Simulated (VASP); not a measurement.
# A VASP study of Sn2Pb (vdW-DF-cx): structure first, properties next, part 2 of 2

Aim: relax Sn2Pb, then compute properties on the relaxed cell. The cell is invented: it takes the structure of COD entry 8102994, BaSn2 (space group 164 there), with some of its atoms replaced by other elements, volume scaled by an estimate. It may not be a known or stable phase.

VASP 6.6.1, plane waves and PAW; the level of theory is named at each step.

Still holding for the runs below: The k-mesh is coarse for a metal.

So far. Step 9 (Volume scan with vdW-DF-cx, volume scale 0.96): The run ends at a pressure of 2.21 GPa, with forces up to 0.070 eV/Å.

## Step 10: Volume scan with vdW-DF-cx, volume scale 0.98

INCAR

```
SYSTEM = Sn2Pb
PREC = Accurate
ENCUT = 400
EDIFF = 1E-06
NELM = 100
ISMEAR = 1
SIGMA = 0.2
LREAL = .FALSE.
ALGO = Normal
GGA = CX
AGGAC = 0
LUSE_VDW = .TRUE.
LASPH = .TRUE.
NBANDS = 27
LORBIT = 11
LWAVE = .FALSE.
LCHARG = .FALSE.
ISIF = 2
```

POSCAR

```
Sn2Pb
1.0
    4.4548449502      0.0000000443      0.0000000000
   -2.2274219010      3.8580083862      0.0000000000
    0.0000000000      0.0000000000      5.0953167501
Pb Sn
1 2
Direct
    0.0000000000      0.0000000000      0.5000000000
    0.6666666700      0.3333333300      0.8632813417
    0.3333333300      0.6666666700      0.1367186583
```

KPOINTS

```
Automatic mesh
0
Gamma
6 6 5
0 0 0
```

PAW data sets: Pb_d and Sn_d (PBE family, release 64).

Started as:

```bash
> mpirun -np 1 vasp_std
```

Elapsed: 40 s, on 1 MPI rank of Intel Xeon 6975P-C (Granite Rapids), shared host; peak memory 0.4 GiB.

The pressure falls from 2.21 to 1.04 GPa.

The run ends at a pressure of 1.04 GPa, with forces up to 0.034 eV/Å.

## Step 11: Volume scan with vdW-DF-cx, volume scale 1

INCAR is that of step 10.

POSCAR

```
Sn2Pb
1.0
    4.4849461670      0.0000000446      0.0000000000
   -2.2424725055      3.8840768012      0.0000000000
    0.0000000000      0.0000000000      5.1297456104
Pb Sn
1 2
Direct
    0.0000000000      0.0000000000      0.5000000000
    0.6666666700      0.3333333300      0.8632813417
    0.3333333300      0.6666666700      0.1367186583
```

KPOINTS is that of step 10.

Started as:

```bash
> mpirun -np 1 vasp_std
```

The job ended after 40 s (1 MPI rank; peak memory 0.4 GiB).

The pressure falls from 1.04 to -0.01 GPa.

The run ends at a pressure of -0.01 GPa, with forces up to 7.4e-4 eV/Å.

## Step 12: Volume scan with vdW-DF-cx, volume scale 1.02

INCAR is that of step 11.

POSCAR

```
Sn2Pb
1.0
    4.5146486629      0.0000000449      0.0000000000
   -2.2573237496      3.9097999138      0.0000000000
    0.0000000000      0.0000000000      5.1637184257
Pb Sn
1 2
Direct
    0.0000000000      0.0000000000      0.5000000000
    0.6666666700      0.3333333300      0.8632813417
    0.3333333300      0.6666666700      0.1367186583
```

KPOINTS is that of step 11.

Started as:

```bash
> mpirun -np 1 vasp_std
```

Elapsed: 41 s, on 1 MPI rank; peak memory 0.4 GiB.

The pressure falls from -0.01 to -0.93 GPa.

The run ends at a pressure of -0.93 GPa, with forces up to 0.029 eV/Å.

## Step 13: Volume scan with vdW-DF-cx, volume scale 1.04

INCAR is that of step 12.

POSCAR

```
Sn2Pb
1.0
    4.5439653847      0.0000000452      0.0000000000
   -2.2719821068      3.9351889363      0.0000000000
    0.0000000000      0.0000000000      5.1972500044
Pb Sn
1 2
Direct
    0.0000000000      0.0000000000      0.5000000000
    0.6666666700      0.3333333300      0.8632813417
    0.3333333300      0.6666666700      0.1367186583
```

KPOINTS is that of step 12.

Started as:

```bash
> mpirun -np 1 vasp_std
```

Wall time 40 s (1 MPI rank); peak memory 0.41 GiB.

The pressure falls from -0.93 to -1.75 GPa.

The run ends at a pressure of -1.75 GPa, with forces up to 0.056 eV/Å.

## Step 14: Volume scan with vdW-DF-cx, volume scale 1.06

A prediction first. A parabola through the 6 pressures of evenly scaled cells so far, P = -0.01 -49.3 t +125 t² GPa with t = ln(V/V₁) and V₁ the volume at scale 1, gives -2.46 GPa at t = +0.0583.

INCAR is that of step 13.

POSCAR

```
Sn2Pb
1.0
    4.5729086197      0.0000000455      0.0000000000
   -2.2864537205      3.9602545098      0.0000000000
    0.0000000000      0.0000000000      5.2303544001
Pb Sn
1 2
Direct
    0.0000000000      0.0000000000      0.5000000000
    0.6666666700      0.3333333300      0.8632813417
    0.3333333300      0.6666666700      0.1367186583
```

KPOINTS is that of step 13.

Started as:

```bash
> mpirun -np 1 vasp_std
```

Elapsed: 41 s, on 1 MPI rank; peak memory 0.4 GiB.

The pressure falls from -1.75 to -2.49 GPa. The parabola predicted -2.46 GPa, +0.03 GPa off.

## Step 15: Comparing the runs

Times are for 1 MPI rank of Intel Xeon 6975P-C (Granite Rapids), shared host. The runs compared:

| no. | volume scale | energy above the lowest point (meV/atom) | pressure (GPa) | time | memory (GiB) |
| --- | --- | --- | --- | --- | --- |
| 1 | 0.94 | 19.53 | 3.525 | 40 s | 0.4 |
| 2 | 0.96 | 8.55 | 2.207 | 40 s | 0.4 |
| 3 | 0.98 | 2.2 | 1.037 | 40 s | 0.4 |
| 4 | 1 | 0 | -0.006305 | 40 s | 0.4 |
| 5 | 1.02 | 1.46 | -0.9314 | 41 s | 0.4 |
| 6 | 1.04 | 6.17 | -1.754 | 40 s | 0.41 |
| 7 | 1.06 | 13.81 | -2.486 | 41 s | 0.4 |

## Step 16: Fit for vdW-DF-cx

This step: Birch-Murnaghan fit, vdW-DF-cx; plane waves and PAW; invented cell (VASP 6.6.1).

No new run; the numbers come from the runs before.

This step gave:

| Quantity | Value |
| --- | --- |
| pressure derivative of the bulk modulus | 4.897 |
| r.m.s. error of the fit | 6.43e-6 eV/atom |
| minimum inside the sampled range | yes |
| bulk modulus | 48.90 GPa |
| equilibrium volume of the fit | 29.84 Å³/atom |

Table of energy above the fitted minimum by volume:

| volume (Å³/atom) | energy above the fitted minimum (eV/atom) |
| --- | --- |
| 28.00 | 0.0195 |
| 28.59 | 0.00857 |
| 29.19 | 0.00221 |
| 29.79 | 1.6e-5 |
| 30.38 | 0.00148 |
| 30.98 | 0.00619 |
| 31.57 | 0.0138 |

The fitted volume lies +0.17 % from the relaxed one. At a finite cutoff and mesh the minimum of the energy and the zero of the stress don't quite coincide, and the relaxation stops at a threshold. The atoms bear forces along the scan, since they were held; freeing them would lower the modulus.

## Step 17: Zone-centre phonons (vdW-DF-cx)

This step: vdW-DF-cx; plane waves and PAW (Pb_d, Sn_d); invented cell (VASP 6.6.1).

Zone-centre modes test whether the atoms sit at a minimum within this cell. IBRION = 6 takes the force constants from differences of forces between displaced cells, so the forces must be tight.

INCAR: that of step 14 with these lines changed.

```diff
@@ -3,3 +3,3 @@
 ENCUT = 400
-EDIFF = 1E-06
+EDIFF = 1E-08
 NELM = 100
@@ -17,2 +17,6 @@
 LCHARG = .FALSE.
+IBRION = 6
+NFREE = 2
+POTIM = 0.015
 ISIF = 2
+NSW = 1
```

POSCAR

```
Sn2Pb
1.0
    4.4849461670      0.0000000446      0.0000000000
   -2.2424725055      3.8840768012      0.0000000000
    0.0000000000      0.0000000000      5.1297456104
Pb Sn
1 2
Direct
    0.0000000000      0.0000000000      0.5000000000
    0.6666666700      0.3333333300      0.8632813417
    0.3333333300      0.6666666700      0.1367186583
```

KPOINTS is that of step 14.

Started as:

```bash
> mpirun -np 1 vasp_std
```

It took 7.3 min on 1 MPI rank; peak memory 0.55 GiB.

The last energy, forces, stress and levels in OUTCAR belong to the last displaced cell, not to the cell of POSCAR.

Numbers from this step:

```yaml
pressure_of_the_cell: -0.01108 GPa
largest_force_of_the_cell: 8.95e-4 eV/Å
```

The modes at Γ (shares of kinetic energy by element, %):

| mode | frequency (cm⁻¹) | symmetry | Pb % | Sn % |
| --- | --- | --- | --- | --- |
| 1 | -0.4 | acoustic | 46 | 54 |
| 2 | -0.4 | acoustic | 46 | 54 |
| 3 | -0.1 | acoustic | 46 | 54 |
| 4 | 41.0 | Eu | 54 | 46 |
| 5 | 41.0 | Eu | 54 | 46 |
| 6 | 68.7 | A2u | 54 | 46 |
| 7 | 106.7 | A1g | 0 | 100 |
| 8 | 110.8 | Eg | 0 | 100 |
| 9 | 110.8 | Eg | 0 | 100 |

Displacements in mode 5 (41.0 cm⁻¹), the largest set to 1:
```
Pb1  1.00  0.48  0.00
Sn2 -0.86 -0.41  0.00
Sn3 -0.86 -0.41  0.00
```

Displacements in mode 9 (110.8 cm⁻¹), the largest set to 1:
```
Pb1  0.00  0.00  0.00
Sn2 -1.00 -0.48  0.00
Sn3  1.00  0.48  0.00
```

The three acoustic modes lie within 0.4 cm⁻¹ of zero, and all others are real. By the characters of their eigenvectors the optical modes sort into (cm⁻¹) Raman active: A1g 107, Eg 111; infrared active: Eu 41, A2u 69. With a centre of inversion no mode is active in both.

## Step 18: Bands along the symmetry lines (vdW-DF-cx + SOC)

This step: vdW-DF-cx, spin-orbit coupling; plane waves and PAW (Pb_d, Sn_d); invented cell (VASP 6.6.1).

The mesh alone shows little of the dispersion and can miss band extrema, so KPOINTS_OPT adds a path through the symmetry points after the self-consistent cycle. Spin-orbit coupling needs spinors and the noncollinear program, where each band holds one electron.

INCAR

```
SYSTEM = Sn2Pb
PREC = Accurate
ENCUT = 400
EDIFF = 1E-06
NELM = 100
ISMEAR = 1
SIGMA = 0.2
LREAL = .FALSE.
ALGO = Normal
GGA = CX
AGGAC = 0
LUSE_VDW = .TRUE.
LASPH = .TRUE.
LNONCOLLINEAR = .TRUE.
MAGMOM = 0 0 0 0 0 0 0 0 0
NBANDS = 54
GGA_COMPAT = .FALSE.
LSORBIT = .TRUE.
LORBIT = 11
LWAVE = .FALSE.
LCHARG = .FALSE.
```

POSCAR is that of step 17.

KPOINTS

```
Automatic mesh
0
Gamma
5 5 4
0 0 0
```

KPOINTS_OPT

```
Line mode
16
Line-mode
Reciprocal
  0.00000000   0.00000000   0.00000000 GAMMA
  0.50000000   0.00000000   0.00000000 M

  0.50000000   0.00000000   0.00000000 M
  0.33333333   0.33333333   0.00000000 K

  0.33333333   0.33333333   0.00000000 K
  0.00000000   0.00000000   0.00000000 GAMMA

  0.00000000   0.00000000   0.00000000 GAMMA
  0.00000000   0.00000000   0.50000000 A

  0.00000000   0.00000000   0.50000000 A
  0.50000000   0.00000000   0.50000000 L

  0.50000000   0.00000000   0.50000000 L
  0.33333333   0.33333333   0.50000000 H

  0.33333333   0.33333333   0.50000000 H
  0.00000000   0.00000000   0.50000000 A

  0.50000000   0.00000000   0.50000000 L
  0.50000000   0.00000000   0.00000000 M

  0.33333333   0.33333333   0.00000000 K
  0.33333333   0.33333333   0.50000000 H
```

Started as:

```bash
> mpirun -np 1 vasp_ncl
```

Run time: 6.2 min. Hardware: 1 MPI rank; peak memory 0.61 GiB.

Numbers from this step:

```
SCF cycles              : 12
bands                   : 54
irreducible k-points    : 17
free energy (TOTEN)     : -2.538 eV
energy at zero smearing : -2.532 eV
Fermi energy            : 6.885 eV
pressure                : 0.04995 GPa
```

On-site spin-orbit energy by atom:

| atom | on-site spin-orbit energy (eV) |
| --- | --- |
| Pb1 | -1.17 |
| Sn2 | -0.13 |
| Sn3 | -0.13 |

The electronic bands at the labelled points (eV, zero at the Fermi level; # counts the bands kept):

| point | #9 | #10 | #11 | #12 | #13 | #14 | #15 | #16 |
| --- | --- | --- | --- | --- | --- | --- | --- | --- |
| Γ | -0.25 | -0.25 | 0.04 | 0.04 | 0.76 | 0.76 | 1.02 | 1.02 |
| 0.47 of the way | -1.80 | -1.80 | -0.88 | -0.88 | 2.02 | 2.02 | 2.51 | 2.51 |
| M | -1.73 | -1.73 | -1.40 | -1.40 | -0.85 | -0.85 | 2.70 | 2.70 |
| 0.47 of the way | -1.50 | -1.50 | -1.12 | -1.12 | -0.74 | -0.74 | 1.41 | 1.41 |
| K | -1.09 | -1.09 | -0.83 | -0.83 | -0.56 | -0.56 | 0.25 | 0.25 |
| 0.47 of the way | -2.40 | -2.40 | 0.15 | 0.15 | 0.64 | 0.64 | 1.83 | 1.83 |
| Γ | -0.25 | -0.25 | 0.04 | 0.04 | 0.76 | 0.76 | 1.02 | 1.02 |
| 0.47 of the way | 0.01 | 0.01 | 0.30 | 0.30 | 1.21 | 1.21 | 1.21 | 1.21 |
| A | 0.02 | 0.02 | 0.70 | 0.70 | 1.47 | 1.47 | 1.83 | 1.83 |
| 0.47 of the way | -0.84 | -0.84 | -0.06 | -0.06 | 0.48 | 0.48 | 0.73 | 0.73 |
| L | -1.27 | -1.27 | -0.69 | -0.69 | -0.05 | -0.05 | 0.02 | 0.02 |
| 0.47 of the way | -2.81 | -2.81 | -2.17 | -2.17 | 1.62 | 1.62 | 2.16 | 2.16 |
| H | -3.61 | -3.61 | -3.40 | -3.40 | 3.68 | 3.68 | 4.57 | 4.57 |
| 0.53 of the way | -1.90 | -1.90 | -1.16 | -1.16 | 1.25 | 1.25 | 2.41 | 2.41 |
| A | 0.02 | 0.02 | 0.70 | 0.70 | 1.47 | 1.47 | 1.83 | 1.83 |
| jump to L | -1.27 | -1.27 | -0.69 | -0.69 | -0.05 | -0.05 | 0.02 | 0.02 |
| 0.47 of the way | -2.12 | -2.12 | -1.19 | -1.19 | 0.79 | 0.79 | 1.47 | 1.47 |
| M | -1.73 | -1.73 | -1.40 | -1.40 | -0.85 | -0.85 | 2.70 | 2.70 |
| jump to K | -1.09 | -1.09 | -0.83 | -0.83 | -0.56 | -0.56 | 0.25 | 0.25 |
| 0.47 of the way | -2.57 | -2.57 | -2.37 | -2.37 | 1.60 | 1.60 | 2.25 | 2.25 |
| H | -3.61 | -3.61 | -3.40 | -3.40 | 3.68 | 3.68 | 4.57 | 4.57 |

Of the projections kept (Pb, Sn), the largest for each band there; the rest of the weight can lie on other orbitals:

| point | #9 | #10 | #11 | #12 | #13 | #14 | #15 | #16 |
| --- | --- | --- | --- | --- | --- | --- | --- | --- |
| Γ | Pb 0.59 | Pb 0.59 | Sn 0.97 | Sn 0.97 | Pb 0.52 | Pb 0.52 | Sn 0.81 | Sn 0.81 |
| M | Sn 0.70 | Sn 0.70 | Sn 0.91 | Sn 0.91 | Pb 0.53 | Pb 0.53 | Sn 0.83 | Sn 0.83 |
| K | Sn 0.52 | Sn 0.52 | Sn 0.90 | Sn 0.90 | Sn 0.68 | Sn 0.68 | Sn 0.61 | Sn 0.61 |
| Γ | Pb 0.59 | Pb 0.59 | Sn 0.97 | Sn 0.97 | Pb 0.52 | Pb 0.52 | Sn 0.81 | Sn 0.81 |
| A | Sn 0.89 | Sn 0.89 | Sn 0.65 | Sn 0.65 | Sn 0.52 | Sn 0.52 | Sn 0.84 | Sn 0.84 |
| L | Sn 0.97 | Sn 0.97 | Pb 0.53 | Pb 0.53 | Sn 0.81 | Sn 0.81 | Sn 0.53 | Sn 0.53 |

Force by atom:

| atom | x (eV/Å) | y (eV/Å) | z (eV/Å) | size |
| --- | --- | --- | --- | --- |
| Pb1 | 0.0000 | 0.0000 | 0.0000 | 0.0000 |
| Sn2 | 0.0000 | 0.0000 | -0.0872 | 0.0872 |
| Sn3 | 0.0000 | 0.0000 | 0.0872 | 0.0872 |

There is no gap at this level.

Of the bands kept, 6 cross the Fermi level on this path (spinor bands, one electron each).

## Step 19: Summary of results

| Quantity | Value |
| --- | --- |
| relaxed volume | 29.79 Å³/atom |
| relaxed conventional cell a, b, c | 4.485, 4.485, 5.130 Å; angles 90.0, 90.0, 120.0° |
| space group after relaxing, within 0.02 Å | P-3m1 (No. 164) |
| band gap | none, a metal |
| DOS at the Fermi level | 1.49 states/eV/cell |
| bulk modulus from the fit | 48.9 GPa |
| volume from the fit | 29.8 Å³/atom |
| highest zone-centre mode | 111 cm⁻¹ |
| band gap (vdW-DF-cx + SOC) | none, a metal |

**Reading.** With vdW-DF-cx, Sn2Pb relaxes to 29.79 Å³/atom in space group P-3m1 (held by the symmetry of the run), comes out as a metal and has a bulk modulus of 48.9 GPa at fixed shape and positions, an upper bound. Band structure (vdW-DF-cx): Of the bands kept, 4 cross the Fermi level on this path. Zone-centre phonons (vdW-DF-cx): The highest mode in this list at Γ, 110.8 cm⁻¹, is mostly motion of Sn (100 % of the kinetic energy). Bands along the symmetry lines (vdW-DF-cx + SOC): Of the bands kept, 6 cross the Fermi level on this path (spinor bands, one electron each). The k-sampling is coarse for a metal, so the Fermi level, pressures and the shape of the cell carry errors. Modes at Γ alone can't show that the crystal is stable at other wave vectors. No search among competing phases was made. All values are for a static lattice at zero temperature.

[Lines on the potential files, build, host, timing and source positions are cut from VASP's logs without a mark.]

[Logs are printed without paths, hosts, clocks, repeated set-up lines and the standing remarks that a program may print on its own settings, such as how far it seeks lower states.]

[Hosts, paths, dates, database ids (printed as entryN), source tags and the programs' standing remarks are cut or masked in the printed files.]

[A measured line is paired with the nearest computed mode of its activity, which favours agreement.]
